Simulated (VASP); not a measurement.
All values below come from PBEsol GGA, VASP's PBE PAW potentials (set 64) (plane waves; VASP).

The input files of a VASP run:

INCAR:
```
SYSTEM = Cd3MgO4
PREC = Accurate; ENCUT = 520; LREAL = .FALSE.
LASPH = .TRUE.
EDIFF = 1E-7; NELM = 100; ALGO = Normal
LMAXMIX = 4
ISMEAR = -5
GGA = PS
ISIF = 2
LWAVE = .FALSE.; LCHARG = .TRUE.; LORBIT = 11
NEDOS = 601
```

File KPOINTS:
```
Automatic mesh
0
Gamma
11 11 3
0 0 0
```

POSCAR:
```
Cd3MgO4
1.0
  0.0000000000   2.2828049529   2.2828049529
  2.2828049529   0.0000000000   2.2828049529
  9.2438869405   9.2438869405  -0.1126671290
Mg O Cd
1 4 3
Cartesian
  0.0000000000   0.0000000000   0.0000000000
  2.1693151310   2.1693151310   2.3962947743
  4.5722938413   4.5722938413   2.2761210180
  6.9543980521   6.9543980521   2.1768217588
  9.3573767624   9.3573767624   2.0566480025
  2.2411848886   2.2411848886   0.0416200640
  4.6219434702   4.6219434702  -0.0563335645
  9.2855070048   9.2855070048   4.4113227128
```

POTCAR, in this order: Mg O Cd (PBE.64 set). Program: vasp_std.

Output of the run:

File OUTCAR:
```
 ion  position               nearest neighbor table
   1  0.000  0.000  0.000-   2 2.18   2 2.18   5 2.18   5 2.18   2 2.18   5 2.18   6 3.17   8 3.17
                             8 3.17   6 3.17   8 3.17   6 3.17
   2  0.527  0.527  0.104-   1 2.18   1 2.18   1 2.18   6 2.36   6 2.36   6 2.36
   3  0.508  0.508  0.369-   6 2.33   6 2.33   6 2.33   7 2.33   7 2.33   7 2.33
   4  0.492  0.492  0.631-   8 2.33   8 2.33   8 2.33   7 2.33   7 2.33   7 2.33
   5  0.473  0.473  0.896-   1 2.18   1 2.18   1 2.18   8 2.36   8 2.36   8 2.36
   6  0.015  0.015  0.239-   3 2.33   3 2.33   3 2.33   2 2.36   2 2.36   2 2.36   1 3.17   1 3.17
                             1 3.17   7 3.37   7 3.37   7 3.37
   7  0.000  0.000  0.500-   3 2.33   3 2.33   4 2.33   4 2.33   3 2.33   4 2.33   8 3.37   6 3.37
                             8 3.37   6 3.37   8 3.37   6 3.37
   8  0.985  0.985  0.761-   4 2.33   4 2.33   4 2.33   5 2.36   5 2.36   5 2.36   1 3.17   1 3.17
                             1 3.17   7 3.37   7 3.37   7 3.37
  LATTYP: Found a trigonal (rhomboedric) cell.
 ALAT       =    10.8995229662
 COS(alpha) =     0.9561345458
 Subroutine PRICEL returns:
 Original cell was already a primitive cell.
 Subroutine GETGRP returns: Found 12 space group operations
The static configuration has the point symmetry D_3d.
The dynamic configuration has the point symmetry D_3d.
 Subroutine INISYM returns: Found 12 space group operations
 Subroutine IBZKPT returns following result:
 Found    102 irreducible k-points:

 Following reciprocal coordinates:
            Coordinates               Weight
  0.000000  0.000000  0.000000      1.000000
  0.090909  0.000000  0.000000      4.000000
  0.181818  0.000000  0.000000      4.000000
  0.272727  0.000000 -0.000000      4.000000
  0.363636  0.000000  0.000000      4.000000
  0.454545  0.000000 -0.000000      4.000000
  0.090909  0.090909  0.000000      2.000000
  0.181818  0.090909 -0.000000      4.000000
  0.272727  0.090909 -0.000000      4.000000
  0.363636  0.090909 -0.000000      4.000000
  0.454545  0.090909 -0.000000      4.000000
 -0.454545  0.090909  0.000000      4.000000
 -0.363636  0.090909 -0.000000      4.000000
 -0.272727  0.090909  0.000000      4.000000
 -0.181818  0.090909  0.000000      4.000000
 -0.090909  0.090909  0.000000      2.000000
  0.181818  0.181818  0.000000      2.000000
  0.272727  0.181818 -0.000000      4.000000
  0.363636  0.181818  0.000000      4.000000
  0.454545  0.181818  0.000000      4.000000
 -0.454545  0.181818  0.000000      4.000000
 -0.363636  0.181818  0.000000      4.000000
 -0.272727  0.181818 -0.000000      4.000000
 -0.181818  0.181818  0.000000      2.000000
  0.272727  0.272727 -0.000000      2.000000
  0.363636  0.272727 -0.000000      4.000000
  0.454545  0.272727 -0.000000      4.000000
 -0.454545  0.272727  0.000000      4.000000
 -0.363636  0.272727 -0.000000      4.000000
 -0.272727  0.272727  0.000000      2.000000
  0.363636  0.363636 -0.000000      2.000000
  0.454545  0.363636 -0.000000      4.000000
 -0.454545  0.363636 -0.000000      4.000000
 -0.363636  0.363636  0.000000      2.000000
  0.454545  0.454545 -0.000000      2.000000
 -0.454545  0.454545  0.000000      2.000000
  0.000000  0.000000  0.333333      2.000000
  0.090909  0.000000  0.333333      4.000000
  0.181818  0.000000  0.333333      4.000000
  0.272727  0.000000  0.333333      4.000000
   k-points           NKPTS =    102   k-points in BZ     NKDIM =    102   number of bands    NBANDS=     37
   number of dos      NEDOS =    601   number of ions     NIONS =      8
   total plane-waves  NPLWV =  56448
   dimension x,y,z NGX =    24 NGY =   24 NGZ =   98
   dimension x,y,z NGXF=    48 NGYF=   48 NGZF=  196
   ions per type =               1   4   3
   PREC   = accura    normal or accurate (medium, high low for compatibility)
   ISTART =      0    job   : 0-new  1-cont  2-samecut
...
```

OSZICAR:
```
       N       E                     dE             d eps       ncg     rms          rms(c)
DAV:   1     0.540970672626E+03    0.54097E+03   -0.33912E+04  7636   0.169E+03
DAV:   2    -0.447243848794E+01   -0.54544E+03   -0.52448E+03  8316   0.440E+02
DAV:   3    -0.437991404618E+02   -0.39327E+02   -0.38927E+02  8553   0.123E+02
DAV:   4    -0.443612557362E+02   -0.56212E+00   -0.56106E+00  8546   0.154E+01
DAV:   5    -0.443665482123E+02   -0.52925E-02   -0.52918E-02  8687   0.130E+00    0.195E+01
DAV:   6    -0.377286842776E+02    0.66379E+01   -0.29120E+01 11889   0.635E+01    0.167E+01
DAV:   7    -0.378925830984E+02   -0.16390E+00   -0.43712E+00  8470   0.140E+01    0.105E+01
DAV:   8    -0.378439492417E+02    0.48634E-01   -0.19081E+00  8198   0.742E+00    0.317E+00
DAV:   9    -0.377242241859E+02    0.11973E+00   -0.29182E-01 11151   0.442E+00    0.901E-01
DAV:  10    -0.377187112871E+02    0.55129E-02   -0.79619E-02  8103   0.152E+00    0.366E-01
DAV:  11    -0.377177641512E+02    0.94714E-03   -0.43804E-03  8731   0.510E-01    0.194E-01
DAV:  12    -0.377172206374E+02    0.54351E-03   -0.24788E-03  8525   0.313E-01    0.573E-02
DAV:  13    -0.377172460202E+02   -0.25383E-04   -0.17624E-04  8281   0.853E-02    0.195E-02
DAV:  14    -0.377172431258E+02    0.28944E-05   -0.16133E-05  8695   0.296E-02    0.999E-03
DAV:  15    -0.377172427375E+02    0.38826E-06   -0.19317E-06  8364   0.107E-02    0.371E-03
DAV:  16    -0.377172427724E+02   -0.34917E-07   -0.46280E-07  7501   0.521E-03
   1 F= -.37717243E+02 E0= -.37717243E+02  d E =0.000000E+00
```

**OUTCAR**
```
------------------------ aborting loop because EDIFF is reached ----------------------------------------
  FORCE on cell =-STRESS in cart. coord.  units (eV):
  Direction    XX          YY          ZZ          XY          YZ          ZX
  --------------------------------------------------------------------------------------
  Total        0.0726171      0.0726171      0.0726171      0.0071206     -0.0071206     -0.0071206
  in kB        1.2002968      1.2002968      1.2002968      0.1176976     -0.1176976     -0.1176976
  external PRESSURE =       1.2002968 kB  Pullay stress =       0.0000000 kB
  volume of cell :       96.93
      direct lattice vectors                 reciprocal lattice vectors
     0.000000000  2.282804953  2.282804953    -0.217702080  0.220355495  0.217702080
     2.282804953  0.000000000  2.282804953     0.220355495 -0.217702080  0.217702080
     9.243886940  9.243886940 -0.112667129     0.053762166  0.053762166 -0.053762166
 POSITION                                       TOTAL-FORCE (eV/Angst)
 -----------------------------------------------------------------------------------
      0.00000      0.00000      0.00000         0.000000      0.000000     -0.000000
      2.16932      2.16932      2.39629         0.001323      0.001323     -0.001323
      4.57229      4.57229      2.27612        -0.003635     -0.003635      0.003635
      6.95440      6.95440      2.17682         0.003635      0.003635     -0.003635
      9.35738      9.35738      2.05665        -0.001323     -0.001323      0.001323
      2.24118      2.24118      0.04162         0.004935      0.004935     -0.004935
      4.62194      4.62194     -0.05633         0.000000      0.000000     -0.000000
      9.28551      9.28551      4.41132        -0.004935     -0.004935      0.004935
 -----------------------------------------------------------------------------------
    total drift:                                0.000000      0.000000      0.000000
  FREE ENERGIE OF THE ION-ELECTRON SYSTEM (eV)
  ---------------------------------------------------
  free  energy   TOTEN  =       -37.7172427724 eV

  energy  without entropy=      -37.7172427724  energy(sigma->0) =      -37.71724277

 total charge

# of ion       s       p       d       tot
------------------------------------------
    1        0.134   0.144   0.059   0.338
    2        1.553   3.410   0.000   4.964
    3        1.570   3.347   0.000   4.917
    4        1.570   3.347   0.000   4.917
    5        1.553   3.410   0.000   4.964
    6        0.344   0.276   9.651  10.271
    7        0.344   0.273   9.651  10.269
    8        0.344   0.276   9.651  10.271
--------------------------------------------------
tot          7.413  14.485  29.012  50.910
```
(Selected blocks of OUTCAR.)

**OUTCAR**
```
 val. band max:        2.1298875776   @ k =   0.0000   0.0000   0.3333

 cond. band min:       2.3927187310   @ k =   0.0000   0.0000   0.0000


 Fermi energy:         2.1762080557

 k-point     1 :       0.0000    0.0000    0.0000
  band No.  band energies     occupation
      1     -15.1569      2.00000
      2     -14.7783      2.00000
      3     -14.7208      2.00000
      4     -14.1193      2.00000
      5      -5.4182      2.00000
      6      -4.9288      2.00000
      7      -4.9288      2.00000
      8      -4.8822      2.00000
      9      -4.6800      2.00000
     10      -4.6800      2.00000
     11      -4.6479      2.00000
     12      -4.4741      2.00000
     13      -4.4741      2.00000
     14      -4.1575      2.00000
     15      -4.1575      2.00000
     16      -4.1080      2.00000
     17      -4.1080      2.00000
     18      -3.9650      2.00000
     19      -3.9650      2.00000
     20      -2.0023      2.00000
     21      -1.4110      2.00000
     22      -1.2289      2.00000
     23       0.9548      2.00000
     24       1.0287      2.00000
     25       1.0287      2.00000
     26       1.0961      2.00000
     27       1.0961      2.00000
     28       1.7768      2.00000
     29       1.7768      2.00000
     30       2.0835      2.00000
     31       2.0835      2.00000
     32       2.3927      0.00000
     33       5.1635      0.00000
     34       5.7255      0.00000
     35       7.2517      0.00000
     36      10.1866      0.00000
     37      12.4935      0.00000

 k-point     2 :       0.0909    0.0000    0.0000
  band No.  band energies     occupation
      1     -15.0931      2.00000
      2     -14.7929      2.00000
      3     -14.6443      2.00000
      4     -14.1141      2.00000
      5      -5.3230      2.00000
      6      -4.9298      2.00000
      7      -4.8812      2.00000
      8      -4.8467      2.00000
      9      -4.7221      2.00000
     10      -4.6360      2.00000
     11      -4.6054      2.00000
...
```

The structure was generated: Cd3MgO4 was put into an ordered model structure (R-3m), which need not be its known phase. It was relaxed first.
